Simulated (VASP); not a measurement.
Si, 2 atoms in the cell. It takes space group Fd-3m (No. 227, cubic). Conventional cell: a = 5.444 Å, b = 5.444 Å, c = 5.444 Å, α = 90.00°, β = 90.00°, γ = 90.00°. Around Si (site symmetry -43m) lie 4 Si at 2.36 Å. The cell was built by a generator and needn't be a form met in nature.

```yaml
Program: VASP 6.6.1
Task: single point
Functional: r2SCAN
Potentials_or_basis: VASP PAW PBE potentials, release 64 (Si)
Cutoff: 520 eV
k_mesh: 12 × 12 × 12
Occupations: gaussian, width 0.03 eV
Spin: no spin polarisation
Dipole_correction: no
Further_INCAR_settings: ALGO = Normal; EDIFF = 1e-06; NBANDS = 11
```

Potentials or basis: VASP PAW PBE potentials, release 64 (Si).

The run is started by

```sh
$ cat potpaw_PBE.64/Si/POTCAR > POTCAR
$ cp INCAR.step1 INCAR
$ mpirun -np 1 vasp_std > vasp.out
$ cp INCAR.step2 INCAR
$ mpirun -np 1 vasp_std > vasp.out
```

Hardware: 1 thread of Intel(R) Xeon(R) 6975P-C (Granite Rapids), with other jobs on the host.

Task: How long does it take, and how much memory?

Result: Run time: 51 s on 1 thread of Intel(R) Xeon(R) 6975P-C (Granite Rapids) (shared host), peak memory 0.17 GiB. Counts: scf iterations 8, k points 72.
